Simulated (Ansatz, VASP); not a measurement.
# HfCu: VASP beside Ansatz

One calculation is typed for both programs; each brings its own data sets and cutoff. How far apart do they land? The cell is invented: As first built, before any earlier steps moved the atoms (in the runner's words): it takes the FeRu structure with all of its atoms replaced by other elements, volume scaled by an estimate. It may not be a known or stable phase. The cell is taken from a series of VASP runs on this material, whose earlier steps may have relaxed, scaled or displaced it; both programs get it as it stands.

Program: Ansatz 0.2.0. Level of theory: plane waves, with VASP 6.6.1 beside it; relaxation of cell and atoms at revPBE. Results are calculated unless marked as measured.

### 1. Starting point

It takes space group P-6m2 (No. 187, hexagonal). Conventional cell: a = 3.070 Å, b = 3.070 Å, c = 4.424 Å, α = 90.00°, β = 90.00°, γ = 120.00°. Nearest to Hf lie 6 Cu at 2.83 Å and 6 Hf at 3.07 Å. Nearest to Cu lie 6 Hf at 2.83 Å and 6 Cu at 3.07 Å. As first built, before any earlier steps moved the atoms (in the runner's words): sites of the FeRu structure (space group 187) filled with other elements, volume scaled by an estimate. Farther neighbours are not listed.

Structure file:

```xyz
2
Lattice="3.0702 0.0000 0.0000 -1.5351 2.6588 0.0000 0.0000 0.0000 4.4244" Properties=species:S:1:pos:R:3 pbc="T T T"
Hf    1.5351    0.8863    0.0000
Cu    0.0000    0.0000    2.2122
```

### 2. VASP: relaxation of cell and atoms, revPBE

The relaxed volume is the usual yardstick between codes: its relative difference is about their pressure difference at one cell divided by the bulk modulus.

Lines of VASP's logs that name or quote its potential files are left out, and so is its time.

INCAR reads:

```
SYSTEM = HfCu
PREC = Accurate
ENCUT = 400
EDIFF = 1E-06
NELM = 100
ISMEAR = -1
SIGMA = 0.05
LREAL = .FALSE.
ALGO = Normal
GGA = RE
NBANDS = 16
LORBIT = 11
LWAVE = .FALSE.
LCHARG = .FALSE.
IBRION = 2
NSW = 60
ISIF = 3
EDIFFG = -0.01
```

POSCAR reads:

```
HfCu
1.0
    3.0701623952     -0.0000000192      0.0000000000
   -1.5350817307      2.6588386339      0.0000000000
    0.0000000000      0.0000000000      4.4243829370
Hf Cu
1 1
Direct
    0.6666666700      0.3333333300      0.0000000000
    0.0000000000      0.0000000000      0.5000000000
```

KPOINTS reads:

```
Automatic mesh
0
Gamma
10 10 6
0 0 0
```

Potentials, in the order of the species: Hf_pv and Cu (PBE family, release 64).

Launch:

```
$ mpirun -np 1 vasp_std
```

Numbers of over 12 decimals in the logs are rounded to 6 here.

What it wrote:

```text
[banner, memory and clock lines left out]
running    1 mpi-ranks, on    1 nodes
 distrk:  each k-point on    1 cores,    1 groups
 distr:  one band on    1 cores,    1 groups

 POSCAR found type information on POSCAR HfCu
 POSCAR found :  2 types and       2 ions
|                                                                             |
|               ----> ADVICE to this user running VASP <----                  |
|                                                                             |
|     You enforced a specific xc type in the INCAR file but a different       |
|     [... a line on the potential file left out ...]
|     I HOPE YOU KNOW WHAT YOU ARE DOING!                                     |
|                                                                             |

 LDA part: xc-table for (Slater+PW92), standard interpolation
 POSCAR, INCAR and KPOINTS ok, starting setup
 FFT: planning ... GRIDC
 FFT: planning ... GRID_SOFT
 FFT: planning ... GRID
 WAVECAR not read
 entering main loop
       N       E                     dE             d eps       ncg     rms          rms(c)
DAV:   1     0.821472869630E+02    0.82147E+02   -0.93350E+03  1808   0.133E+03
DAV:   2    -0.112477027526E+02   -0.93395E+02   -0.89993E+02  2040   0.280E+02
DAV:   3    -0.144009161379E+02   -0.31532E+01   -0.30654E+01  2336   0.479E+01
DAV:   4    -0.144658611836E+02   -0.64945E-01   -0.64884E-01  2168   0.685E+00
DAV:   5    -0.144683954162E+02   -0.25342E-02   -0.25341E-02  2552   0.128E+00    0.556E+01
DAV:   6    -0.179210928019E+02   -0.34527E+01   -0.65544E+01  1952   0.190E+02    0.198E+01
DAV:   7    -0.129408128643E+02    0.49803E+01   -0.28250E+01  2336   0.880E+01    0.203E+01
DAV:   8    -0.126249696578E+02    0.31584E+00   -0.12924E+00  2432   0.226E+01    0.299E+00
DAV:   9    -0.126138494963E+02    0.11120E-01   -0.96507E-02  2824   0.556E+00    0.647E-01
DAV:  10    -0.126125488952E+02    0.13006E-02   -0.10041E-02  2560   0.103E+00    0.207E-01
DAV:  11    -0.126124254498E+02    0.12345E-03   -0.37058E-04  2360   0.269E-01    0.168E-01
DAV:  12    -0.126123233635E+02    0.10209E-03   -0.60954E-04  2152   0.608E-01    0.516E-02
DAV:  13    -0.126123133514E+02    0.10012E-04   -0.67758E-05  2584   0.181E-01    0.267E-02
DAV:  14    -0.126123140236E+02   -0.67217E-06   -0.14855E-06  1456   0.223E-02
   1 F= -.12612314E+02 E0= -.12604189E+02  d E =-.126123E+02
[...]
2 F= -.12612057E+02 E0= -.12603985E+02  d E =0.256586E-03
[...]
3 F= -.12612308E+02 E0= -.12604198E+02  d E =0.555283E-05
 curvature:  -0.18 expect dE=-0.821E-05 dE for cont linesearch -0.821E-05
 ZBRENT: interpolating
 opt :   0.1596  next Energy=   -12.612312 (dE= 0.194E-05)
 bond charge predicted
       N       E                     dE             d eps       ncg     rms          rms(c)
DAV:   1    -0.126123408103E+02   -0.32462E-04   -0.39188E-04  1880   0.413E-01    0.598E-02
DAV:   2    -0.126123516614E+02   -0.10851E-04   -0.41049E-04  1968   0.508E-01    0.564E-02
DAV:   3    -0.126123138891E+02    0.37772E-04   -0.16885E-04  2096   0.321E-01    0.115E-02
DAV:   4    -0.126123127146E+02    0.11745E-05   -0.38849E-06  2048   0.307E-02    0.445E-03
DAV:   5    -0.126123125786E+02    0.13601E-06   -0.20167E-07   936   0.733E-03
   4 F= -.12612313E+02 E0= -.12604199E+02  d E =0.144499E-05
 curvature:  -0.08 expect dE=-0.152E-05 dE for cont linesearch -0.151E-05
 trial: gam= 0.00000 g(F)=  0.676E-46 g(S)=  0.190E-04 ort =-0.830E-04 (trialstep = 0.832E+00)
 search vector abs. value=  0.190E-04
 reached required accuracy - stopping structural energy minimisation
```

From OUTCAR (step 2):

```text
ion  position               nearest neighbor table
   1  0.667  0.333  0.000-   2 2.83   2 2.83   2 2.83   2 2.83   2 2.83   2 2.83
   2  0.000  0.000  0.500-   1 2.83   1 2.83   1 2.83   1 2.83   1 2.83   1 2.83

  LATTYP: Found a hexagonal cell.
 ALAT       =     3.0701623952
 C/A-ratio  =     1.4410908504

 Subroutine GETGRP returns: Found 12 space group operations
 (whereof 12 operations were pure point group operations)

The static configuration has the point symmetry D_3h.

 Found     56 irreducible k-points:

   k-points           NKPTS =     56   k-points in BZ     NKDIM =     56   number of bands    NBANDS=     16

   dimension x,y,z NGX =    20 NGY =   20 NGZ =   30
   dimension x,y,z NGXF=    40 NGYF=   40 NGZF=   60

   ENCUT  =  400.0 eV  29.40 Ry    5.42 a.u.   5.01  5.01  7.22*2*pi/ulx,y,z

   NELECT =      21.0000    total number of electrons

 k-points in reciprocal lattice and weights: Automatic mesh
   0.00000000  0.00000000  0.00000000       0.002
   0.10000000 -0.00000000  0.00000000       0.010
   0.20000000 -0.00000000  0.00000000       0.010
   0.30000000 -0.00000000  0.00000000       0.010
   0.40000000  0.00000000  0.00000000       0.010
   0.50000000 -0.00000000  0.00000000       0.005
   0.10000000  0.10000000  0.00000000       0.010
   0.20000000  0.10000000  0.00000000       0.020
   0.30000000  0.10000000  0.00000000       0.020
[...]
0.40000000  0.20000000  0.50000000       0.010
   0.30000000  0.30000000  0.50000000       0.010

 average (electrostatic) potential at core
       1 -36.9408       2 -66.2244

 E-fermi :   5.4863

 k-point     1 :       0.0000    0.0000    0.0000
  band No.  band energies     occupation
    ...
      6       2.4628      2.00000
      7       2.4628      2.00000
      8       2.5942      2.00000
      9       2.5942      2.00000
     10       4.0862      2.00000
     11       6.4273      0.00000
     12       7.0704      0.00000
     13       7.0704      0.00000
     14      10.1598      0.00000
     15      10.1598      0.00000
    ...

 k-point     2 :       0.1000   -0.0000    0.0000
  band No.  band energies     occupation
    ...
      6       2.4186      2.00000
      7       2.5122      2.00000
      8       2.5370      2.00000
      9       2.5723      2.00000
     10       4.2455      2.00000
     11       6.0968      0.00001
     12       6.7175      0.00000
     13       7.3837      0.00000
     14      10.0739      0.00000
     15      10.6247      0.00000
    ...

 k-point     3 :       0.2000   -0.0000    0.0000
  band No.  band energies     occupation
    ...
      7       2.3734      2.00000
      8       2.5144      2.00000
      9       2.6452      2.00000
     10       4.6641      2.00000
     11       5.4794      1.06924
     12       6.1233      0.00001
     13       8.2923      0.00000
     14       9.8629      0.00000
     15      11.5997      0.00000
     16      13.4906      0.00000

  Total        0.0170740      0.0170740      0.0143129     -0.0000000      0.0000000     -0.0000000
  in kB        0.7580480      0.7580480      0.6354609     -0.0000002      0.0000000     -0.0000000
  external PRESSURE =       0.7171857 kB  Pullay stress =       0.0000000 kB

  energy-cutoff  :      400.00
  volume of cell :       36.09
      direct lattice vectors                 reciprocal lattice vectors
     3.069319781 -0.000000019 -0.000000000     0.325805089  0.188103721  0.000000000
    -1.534660424  2.658108909  0.000000000     0.000000002  0.376207310  0.000000000
    -0.000000000  0.000000000  4.423182310     0.000000000 -0.000000000  0.226081570

 POSITION                                       TOTAL-FORCE (eV/Angst)
 -----------------------------------------------------------------------------------
      1.53466      0.88604      0.00000        -0.000000      0.000000      0.000000
     -0.00000     -0.00000      2.21159         0.000000      0.000000     -0.000000
 -----------------------------------------------------------------------------------
    total drift:                               -0.000009      0.000002     -0.000000

  FREE ENERGIE OF THE ION-ELECTRON SYSTEM (eV)
  ---------------------------------------------------
  free  energy   TOTEN  =       -12.6123125786 eV

  energy  without entropy=      -12.5960863676  energy(sigma->0) =      -12.60419947

 reached required accuracy - stopping structural energy minimisation

 total charge
# of ion       s       p       d       tot
------------------------------------------
    1        0.397   6.352   1.588   8.337
    2        0.494   0.314   9.113   9.921
--------------------------------------------------
tot          0.891   6.666  10.701  18.258

[... 3 further parts left out ...]
```

### 3. Ansatz: relaxation of cell and atoms, revPBE

Ansatz runs on its default PAW (the set named soft_2) files.

The same cell, functional, mesh and smearing now go to Ansatz, which takes its cutoff from its data sets.

input.yaml reads:

```yaml
crystal:
  lattice:
    - [3.0701623952, -1.92e-08, 0.0]
    - [-1.5350817307, 2.6588386339, 0.0]
    - [0.0, 0.0, 4.424382937]
  atoms:
    - { symbol: Hf, position: [0.66666667, 0.33333333, 0.0] }
    - { symbol: Cu, position: [0.0, 0.0, 0.5] }
hamiltonian:
  xc: revpbe
  pseudopotentials: { kind: paw }
kpoints:
  mp_grid: { grid: [10, 10, 6] }
scf:
  occupations: { method: fermi_dirac, width: 0.05 }
relax:
  f_tol: 0.01
  max_steps: 60
  cell: { stress_tol: 0.05 }
output:
  forces: true
  stress: true
```

Launch:

```
$ ansatz run input.yaml --threads 4 --pin off --max-ram 9216MiB --backend cpu --events-out ev --progress --plain --runs-dir out
```

What it wrote:

```text
Warning: the atoms were moved onto the symmetric positions of the space group found under crystal.symmetry.tolerance 1.0e-5 (fractional; no operation is sought that the atoms, as they stand in a round, miss by more than twice it, and no atom is moved by as much as it), and the run uses the moved positions. Before a round's move an operation carried an atom to 1.54e-8 Å from where it should land, the largest such dist [...]
Engine: ansatz 0.2.0, aarch64-unknown-linux-gnu
Pseudopotentials: kind: paw
Pseudopotential: Hf, paw, valence charge 26, recommended cutoff 420 eV (normal), Hf.paw.azcp
Pseudopotential: Cu, paw, valence charge 19, recommended cutoff 420 eV (normal), Cu.paw.azcp
Functional definition: revPBE
  parameter kappa = 1.245
  parameter beta = 0.066725
  exchange = pbe_x(kappa = kappa, mu = beta*pi^2/3)
  correlation = pbe_c(beta = beta)
Crystal: 2 atoms, lattice volume = 36.117 Å³
Basis set: ecut = 420 eV, 699 PW (Γ), exchange–correlation on 48×48×60 points (8 copies of the dense FFT grid, shifted against one another)
Bands: 27, of which v1, the nominal top of the filled ones, is band 23 counted from 1 (22 counted from 0)
Symmetry: 12 space group operations
Space group: P-6m2 (ITA 187), of the structure as read, at distance tolerance 3.3e-5 Å
k-points: 56 of 600 (time reversal used)
Non-local potential: Hf, projectors of the file, l = 0: 3, l = 1: 2, l = 2: 2, l = 3: 3
Non-local potential: Cu, projectors of the file, l = 0: 3, l = 1: 2, l = 2: 3, l = 3: 1
PAW form: soft (Blöchl's): semilocal exchange-correlation on the pseudo side does not see the compensation charge
PAW frozen core: Hf, regenerated for the run's functional, and the local potential with it (the file was generated under x = pbe(κ = 0.804, μ = 0.219515), c = pbe(β = 0.066725))
PAW frozen core: Cu, regenerated for the run's functional, and the local potential with it (the file was generated under x = pbe(κ = 0.804, μ = 0.219515), c = pbe(β = 0.066725))
PAW one-centre angular grid: Hf, 590 points (default); XC on 64 Gauss nodes
PAW one-centre angular grid: Cu, 590 points (default); XC on 64 Gauss nodes
Initial density: superposition of atomic densities (neutral atoms: chi_scale 0, normalization atom), corrected by the library's trained network
Initial wavefunctions: pseudopotential atomic-orbital guess
Functional: x = revpbe(κ = 1.245, μ = 0.219515), c = pbe(β = 0.066725)
SCF iter   1: F=—  HF=-22358.750105 eV  |F-HF|=—  |Δ(HF+E_count)|=         —  Δρ=4.41e-3  dr2=1.06e-2  ethr=1.77e-3  ⟨swp⟩=4.9  Hψ=5222  notcnv=0
preconditioner: auto → Kerker (q_TF=auto, 2.830 Å⁻¹)  [metal: Δε(μ)=0.025 eV  Ē_g=14.361 eV  σ=0.050 eV  W_gap=0.13  n_scr=20 (ndim 8)  ℏωp=36.6 eV  f_vac=0.000  D(μ)=2.04/eV (n_scr^D=22)]
SCF iter   2: F=—  HF=-22358.749464 eV  |F-HF|=—  |Δ(HF+E_count)|=   6.41e-4  Δρ=2.90e-3  dr2=4.95e-3  ethr=2.35e-5  ⟨swp⟩=1.4  Hψ=2003  notcnv=0
SCF iter   3: F=—  HF=-22358.749129 eV  |F-HF|=—  |Δ(HF+E_count)|=   3.35e-4  Δρ=7.48e-4  dr2=3.13e-4  ethr=1.10e-5  ⟨swp⟩=2.0  Hψ=2253  notcnv=0
SCF iter   4: F=—  HF=-22358.748714 eV  |F-HF|=—  |Δ(HF+E_count)|=   4.15e-4  Δρ=3.81e-4  dr2=4.08e-5  ethr=6.96e-7  ⟨swp⟩=2.1  Hψ=2534  notcnv=0
SCF iter   5: F=—  HF=-22358.748718 eV  |F-HF|=—  |Δ(HF+E_count)|=   4.01e-6  Δρ=1.76e-4  dr2=1.13e-5  ethr=9.07e-8  ⟨swp⟩=2.0  Hψ=2574  notcnv=0
SCF iter   6: F=—  HF=-22358.748718 eV  |F-HF|=—  |Δ(HF+E_count)|=   1.98e-7  Δρ=1.63e-4  dr2=6.38e-6  ethr=2.51e-8  ⟨swp⟩=2.0  Hψ=2711  notcnv=0
SCF iter   7: F=—  HF=-22358.748717 eV  |F-HF|=—  |Δ(HF+E_count)|=   4.89e-7  Δρ=3.66e-5  dr2=4.92e-7  ethr=1.42e-8  ⟨swp⟩=2.0  Hψ=2026  notcnv=0
SCF iter   8: F=-22358.748717 eV  HF=-22358.748717 eV  |F-HF|=3.17e-8  |Δ(HF+E_count)|=   1.99e-7  Δρ=1.17e-5  dr2=4.56e-8  ethr=2.22e-10  ⟨swp⟩=5.2  Hψ=6685  notcnv=0
SCF 1 converged in 8 iterations: F = -22358.748717 eV  dr2 = 4.56e-8
  greatest PAW one-centre occupation: 1.000 electrons in one spin orbital (limit 2), on the Cu atom at site 1 (counted from 0), in its partial waves of l = 0
relax step   1: F+E_penalty+E_count = -22358.74871706 eV  Δ(F+E_penalty+E_count) = +0.000e0 eV  max|allowed force component| = 2.082e-17 eV/Å  Δτ_max = 0.0000 Å  P = +0.490 GPa  Ω = 36.117 Å³  (8 SCF iters, dr2 threshold 1.00e-7 eV, accepted)
[...]
relax step   2: F+E_penalty+E_count = -22358.74860242 eV  Δ(F+E_penalty+E_count) = +1.146e-4 eV  max|allowed force component| = 3.759e-18 eV/Å  Δτ_max = 0.0000 Å  P = -0.603 GPa  Ω = 36.553 Å³  energy of the carried Pulay correction = -1.540e-4 eV  (8 SCF iters, dr2 threshold 2.00e-7 eV, accepted)
[...]
relax step   3: F+E_penalty+E_count = -22358.74908706 eV  Δ(F+E_penalty+E_count) = -4.846e-4 eV  max|allowed force component| = 6.245e-17 eV/Å  Δτ_max = 0.0000 Å  P = -0.049 GPa  Ω = 36.336 Å³  energy of the carried Pulay correction = -7.787e-5 eV  (7 SCF iters, dr2 threshold 2.00e-7 eV, accepted)
[...]
relax step   4: F+E_penalty+E_count = -22358.74910288 eV  Δ(F+E_penalty+E_count) = -1.583e-5 eV  max|allowed force component| = 9.714e-17 eV/Å  Δτ_max = 0.0000 Å  P = -0.014 GPa  Ω = 36.327 Å³  energy of the carried Pulay correction = -7.478e-5 eV  (6 SCF iters, dr2 threshold 4.63e-8 eV, accepted)
[...]
relax step   5: F+E_penalty+E_count = -22358.74910820 eV  Δ(F+E_penalty+E_count) = -5.316e-6 eV  max|allowed force component| = 5.435e-17 eV/Å  Δτ_max = 0.0000 Å  P = -0.000 GPa  Ω = 36.327 Å³  energy of the carried Pulay correction = -7.490e-5 eV  (6 SCF iters, dr2 threshold 9.71e-9 eV, accepted)
[...]
relax step   6: F+E_penalty+E_count = -22358.74918543 eV  Δ(F+E_penalty+E_count) = -7.723e-5 eV  max|allowed force component| = 4.857e-17 eV/Å  Δτ_max = 0.0000 Å  P = -0.002 GPa  Ω = 36.327 Å³  stress off target by 4.03e-3 GPa  SCF on the basis re-selected at this cell (its energy is not comparable with the rows above)  (6 SCF iters)
basis re-selected at this cell: Δ(F+E_penalty+E_count) = -7.723e-5 eV, ΔP = -0.002 GPa vs the last step (what re-selecting the basis moved, of the pressure what is left beyond the Pulay correction that the steps carried, after the strain that the cell walked since its last selection, with what the two solves' SCF thresholds leave and, on support functions, any second-order correction that the steps lacked; it is no m [...]
SCF converged after 6 iterations
Free energy (F): -22358.749185 eV
Harris-Foulkes:  -22358.749185 eV  (|F-HF|=1.82e-11)
Internal energy: -22358.733316 eV  (E = F + TS)
E sigma→0 (E₀):  -22358.741251 eV
Entropy (-TS):   -0.015869 eV (-7.935 meV/atom)
Fermi energy:    17.649967 eV
--- Per-component energies (eV) ---
  E_band       = -371.145085
  E_kinetic    = 723.362958
  E_local      = -9469.046232  (includes V_loc(G=0)·N_el)
  E_nonlocal   = -858.694775
  E_hartree    = 4319.611776
  E_xc         = -389.599166
  E_vxc        = -380.994748  (∫ρ·V_xc dr)
  E_paw        = -8600.997592  (= ΣΔE_a)
  E_vpaw       = 975.003963  (= ΣTr[D̂ρ^β])
  E_aug_tail   = 0.000307  (compensation charges beyond the density's cutoff)
  E_ewald      = -8083.208472
  E_core_change = -0.162121  (= ΣΔE_core)
  E_smearing   = -0.015869  (= −TS)
  E_closure    = -0.000000  (closes the sum)
  Σ components = -22358.749185   (vs F -22358.749185, Δ=0.00e0)
--- Forces (eV/Å), atoms counted from 1 ---
  atom   1  Hf     0.00000000    -0.00000000     0.00000000
  atom   2  Cu     0.00000000    -0.00000000     0.00000000
  max |Σ_I F_I| component: 1.25e-16 eV/Å
--- Stress (GPa, compression-positive) ---
       -0.001275      -0.000000       0.000000
       -0.000000      -0.001275       0.000000
        0.000000       0.000000      -0.004028
  P = ⅓ Tr σ = -0.0022 GPa (-0.022 kbar)
--- Relaxed structure (5 steps of the walk, 5 accepted, 1 SCFs on fresh bases) ---
  F+E_penalty+E_count = -22358.74918543 eV   max|allowed force component| = 4.857e-17 eV/Å   (the final SCF, on the basis selected at the relaxed cell)
  cell:  # Å, volume = 36.3270 Å³
    - [3.082272, 2.9936156223926474e-7, 0.0]
    - [-1.541136, 2.669326, 0.0]
    - [0.0, 0.0, 4.415272]
  atoms:
    - { symbol: Hf, position: [0.666667, 0.333333, 0.0] }
    - { symbol: Cu, position: [-9.251858607474686e-18, -1.8503717008154222e-17, 0.5] }
```

Wall time 8.9 s (4 threads of Arm Neoverse V2, shared host); peak memory 0.4 GiB; 32 s of CPU time.

### 4. Side by side

Known differences besides the potentials themselves: both relaxations stop at a tolerance, which leaves soft axes loose, and VASP keeps its plane-wave basis; the data sets hold 45 valence electrons in Ansatz (default PAW (the set named soft_2) files) and 21 in VASP; the cutoff is 420 eV in Ansatz and 400 eV in VASP; Ansatz makes its cores anew for this functional, VASP keeps those of its PBE data sets; VASP leaves aspherical gradient terms in its spheres out (LASPH is not set), Ansatz keeps them; Ansatz adds a Pulay correction to the stress that steers its cell, VASP none. Total energies have different zeros and are not compared.

The two programs side by side:

```csv
quantity,Ansatz,VASP,difference
volume (Å³),36.33,36.09,+0.67 %
"edge a after relaxation, in the typed setting (Å)",3.082,3.069,+0.42 %
"edge c after relaxation, in the typed setting (Å)",4.415,4.423,-0.18 %
```

The walks stopped with 0.00 GPa left in Ansatz and 0.07 GPa in VASP; each walk ends within a tolerance, so the volume difference is uncertain by about these residues over the bulk modulus, most in soft cells.

### 5. Summary of results

| Item | Value |
| --- | --- |
| difference in volume (relaxation of cell and atoms, revPBE) | 0.67 % |

In words: The difference in volume is 0.67 % (relaxation of cell and atoms, revPBE), within the 1.2 % picked in this series as the mark of a large difference, as far as the stopping tolerances let one tell. How closely two codes agree says nothing of how well the functional describes the real material.

[Lines on the potential files, build, host, timing and source positions are cut from VASP's logs without a mark.]

[Logs are printed without paths, hosts, clocks, repeated set-up lines and the standing remarks that a program may print on its own settings, such as how far it seeks lower states.]

[Hosts, paths, dates, database ids (printed as entryN), source tags and the programs' standing remarks are cut or masked in the printed files.]
